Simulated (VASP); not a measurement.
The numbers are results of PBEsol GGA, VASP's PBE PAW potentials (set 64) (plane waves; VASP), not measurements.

The input files of a VASP run:

File POSCAR:
```
Zn
1
    1.2897156588    -2.2338534712     0.0000000000
    1.2897156588     2.2338534712     0.0000000000
    0.0000000000     0.0000000000     4.6995384047
Zn
2
Direct
  0.3333330000   0.6666670000   0.2500000000
  0.6666670000   0.3333330000   0.7500000000
```

KPOINTS:
```
Automatic
0
Gamma
16 16 8
0 0 0
```

**INCAR**
```
SYSTEM = Zn
PREC = Accurate
ENCUT = 500
EDIFF = 1E-6
NELM = 100
ALGO = Normal
LREAL = .FALSE.
LASPH = .TRUE.
ISMEAR = 1
SIGMA = 0.1
GGA = PS
LMAXMIX = 4
LWAVE = .FALSE.
LCHARG = .FALSE.
IBRION = 2
ISIF = 3
NSW = 40
EDIFFG = -0.02
PSTRESS = 100
```

POTCAR, in this order: Zn (PBE.64 set). Program: vasp_std.

The run wrote:

### OSZICAR
```
       N       E                     dE             d eps       ncg     rms          rms(c)
DAV:   1     0.912680750323E+02    0.91268E+02   -0.12528E+04  4944   0.237E+03
DAV:   2    -0.111918155222E+01   -0.92387E+02   -0.90904E+02  4920   0.296E+02
DAV:   3    -0.352287909640E+01   -0.24037E+01   -0.24001E+01  6040   0.597E+01
DAV:   4    -0.352896613876E+01   -0.60870E-02   -0.60868E-02  5608   0.291E+00
DAV:   5    -0.352897454520E+01   -0.84064E-05   -0.84061E-05  5960   0.915E-02    0.538E+00
DAV:   6    -0.319022411054E+01    0.33875E+00   -0.16134E+00  4904   0.297E+01    0.370E+00
DAV:   7    -0.317255518822E+01    0.17669E-01   -0.54256E-02  6056   0.452E+00    0.191E+00
DAV:   8    -0.316415693996E+01    0.83982E-02   -0.21161E-03  6736   0.801E-01    0.572E-02
DAV:   9    -0.316410891141E+01    0.48029E-04   -0.27303E-04  6704   0.261E-01    0.277E-02
DAV:  10    -0.316411232276E+01   -0.34114E-05   -0.19692E-05  5472   0.451E-02    0.285E-03
DAV:  11    -0.316411219260E+01    0.13017E-06   -0.72472E-07  3464   0.138E-02
   1 F= -.14739699E+01 E0= -.14738847E+01  d E =-.147397E+01
       N       E                     dE             d eps       ncg     rms          rms(c)
DAV:   1    -0.455894704070E+01   -0.13948E+01   -0.14415E+01  4800   0.769E+01    0.887E+00
DAV:   2    -0.325243977800E+01    0.13065E+01   -0.58103E+00  4824   0.605E+01    0.257E+00
DAV:   3    -0.312498451871E+01    0.12746E+00   -0.23144E-01  5640   0.968E+00    0.148E+00
DAV:   4    -0.307340070470E+01    0.51584E-01   -0.10790E-02  6472   0.180E+00    0.227E-01
DAV:   5    -0.307275523178E+01    0.64547E-03   -0.19149E-03  6872   0.866E-01    0.397E-02
DAV:   6    -0.307278735353E+01   -0.32122E-04   -0.16938E-04  4968   0.114E-01    0.937E-03
DAV:   7    -0.307278688245E+01    0.47108E-06   -0.69301E-06  5872   0.514E-02
   2 F= -.14849631E+01 E0= -.14848541E+01  d E =-.109932E-01
       N       E                     dE             d eps       ncg     rms          rms(c)
DAV:   1    -0.330402139803E+01   -0.23123E+00   -0.20172E+00  4800   0.308E+01    0.304E+00
DAV:   2    -0.313833162688E+01    0.16569E+00   -0.55565E-01  4808   0.177E+01    0.103E+00
DAV:   3    -0.312271704584E+01    0.15615E-01   -0.54575E-03  5760   0.104E+00    0.554E-01
DAV:   4    -0.311608724393E+01    0.66298E-02   -0.12376E-03  7288   0.654E-01    0.244E-02
DAV:   5    -0.311610987151E+01   -0.22628E-04   -0.14638E-04  5128   0.106E-01    0.892E-03
DAV:   6    -0.311611347709E+01   -0.36056E-05   -0.15360E-06  4488   0.153E-02    0.249E-03
DAV:   7    -0.311611446760E+01   -0.99051E-06   -0.50271E-07  2792   0.864E-03
   3 F= -.14911608E+01 E0= -.14910496E+01  d E =-.171909E-01
       N       E                     dE             d eps       ncg     rms          rms(c)
DAV:   1    -0.311761888535E+01   -0.15054E-02   -0.23495E-03  4816   0.103E+00    0.106E-01
DAV:   2    -0.311741876520E+01    0.20012E-03   -0.71915E-04  4856   0.647E-01    0.342E-02
DAV:   3    -0.311740018012E+01    0.18585E-04   -0.10099E-05  6120   0.540E-02    0.188E-02
DAV:   4    -0.311739309350E+01    0.70866E-05   -0.11465E-06  4240   0.233E-02    0.825E-04
DAV:   5    -0.311739323150E+01   -0.13801E-06   -0.43761E-07  2488   0.696E-03
   4 F= -.14911525E+01 E0= -.14910414E+01  d E =-.171826E-01
       N       E                     dE             d eps       ncg     rms          rms(c)
DAV:   1    -0.312221569098E+01   -0.48226E-02   -0.12228E-01  5728   0.373E+00    0.502E-01
DAV:   2    -0.311806940410E+01    0.41463E-02   -0.74228E-03  6120   0.188E+00    0.283E-01
DAV:   3    -0.311626487774E+01    0.18045E-02   -0.15121E-03  6872   0.701E-01    0.891E-02
DAV:   4    -0.311613900262E+01    0.12588E-03   -0.33043E-04  6936   0.277E-01    0.229E-02
DAV:   5    -0.311614020103E+01   -0.11984E-05   -0.41388E-05  5712   0.981E-02    0.735E-03
DAV:   6    -0.311613939296E+01    0.80808E-06   -0.57003E-06  4864   0.505E-02
   5 F= -.14920888E+01 E0= -.14919440E+01  d E =-.936273E-03
       N       E                     dE             d eps       ncg     rms          rms(c)
DAV:   1    -0.313475338626E+01   -0.18613E-01   -0.44555E-01  5728   0.712E+00    0.962E-01
DAV:   2    -0.311962195654E+01    0.15131E-01   -0.27073E-02  6096   0.359E+00    0.543E-01
DAV:   3    -0.311299199138E+01    0.66300E-02   -0.54867E-03  6920   0.135E+00    0.172E-01
DAV:   4    -0.311250795617E+01    0.48404E-03   -0.12280E-03  6880   0.542E-01    0.444E-02
DAV:   5    -0.311251306211E+01   -0.51059E-05   -0.15910E-04  5736   0.195E-01    0.146E-02
DAV:   6    -0.311250945925E+01    0.36029E-05   -0.22566E-05  5352   0.101E-01    0.168E-03
DAV:   7    -0.311250939416E+01    0.65094E-07   -0.53003E-07  2760   0.113E-02
   6 F= -.14927427E+01 E0= -.14927932E+01  d E =-.159016E-02
       N       E                     dE             d eps       ncg     rms          rms(c)
DAV:   1    -0.311555785442E+01   -0.30484E-02   -0.35471E-02  5744   0.203E+00    0.273E-01
DAV:   2    -0.311433752644E+01    0.12203E-02   -0.22171E-03  6120   0.104E+00    0.154E-01
DAV:   3    -0.311380057128E+01    0.53696E-03   -0.43631E-04  6864   0.380E-01    0.493E-02
DAV:   4    -0.311375827133E+01    0.42300E-04   -0.99425E-05  6912   0.155E-01    0.124E-02
DAV:   5    -0.311375864766E+01   -0.37634E-06   -0.12308E-05  5408   0.527E-02    0.388E-03
DAV:   6    -0.311375827253E+01    0.37513E-06   -0.15134E-06  2672   0.266E-02
   7 F= -.14927744E+01 E0= -.14927760E+01  d E =-.162189E-02
```

OUTCAR:
```
------------------------ aborting loop because EDIFF is reached ----------------------------------------
  FORCE on cell =-STRESS in cart. coord.  units (eV):
  Direction    XX          YY          ZZ          XY          YZ          ZX
  --------------------------------------------------------------------------------------
  Total        1.6228127      1.6228135      1.5906284      0.0000000      0.0000000      0.0000000
  in kB      100.1128233    100.1128692     98.1273418      0.0000000      0.0000000      0.0000000
  external PRESSURE =      -0.5489885 kB  Pullay stress =     100.0000000 kB
  volume of cell :       25.97
      direct lattice vectors                 reciprocal lattice vectors
     1.278188589 -2.213888085 -0.000000000     0.391178582 -0.225847008 -0.000000000
     1.278188589  2.213888085 -0.000000000     0.391178582  0.225847008 -0.000000000
     0.000000000  0.000000000  4.588900973     0.000000000  0.000000000  0.217917102
 POSITION                                       TOTAL-FORCE (eV/Angst)
 -----------------------------------------------------------------------------------
      1.27819      0.73796      1.14723        -0.000000      0.000000     -0.000000
      1.27819     -0.73796      3.44168         0.000000     -0.000000      0.000000
 -----------------------------------------------------------------------------------
    total drift:                                0.000000      0.000055      0.000004
  FREE ENERGIE OF THE ION-ELECTRON SYSTEM (eV)
  ---------------------------------------------------
  free  energy   TOTEN  =        -3.1137582725 eV

  energy  without entropy=       -3.1137630698  energy(sigma->0) =       -3.11375987
  enthalpy is  TOTEN    =        -1.4927743846 eV   P V=        1.6209838880

 reached required accuracy - stopping structural energy minimisation
```
(Selected blocks of OUTCAR.)

CONTCAR:
```
Zn
   1.00000000000000
     1.2781885889256506   -2.2138880850309484   -0.0000000000000000
     1.2781885889256506    2.2138880850309484   -0.0000000000000000
     0.0000000000000000    0.0000000000000000    4.5889009731183314
  Zn
     2
Direct
     0.3333330000000032    0.6666669999999968    0.2500000000000000
     0.6666669999999968    0.3333330000000032    0.7500000000000000
```

Energy and stress use the plane-wave basis of the starting cell.

The compound is Zn in the hcp structure. This run relaxes it under an external pressure of 10 GPa. Symmetry was kept, so distortions that lower it aren't found.
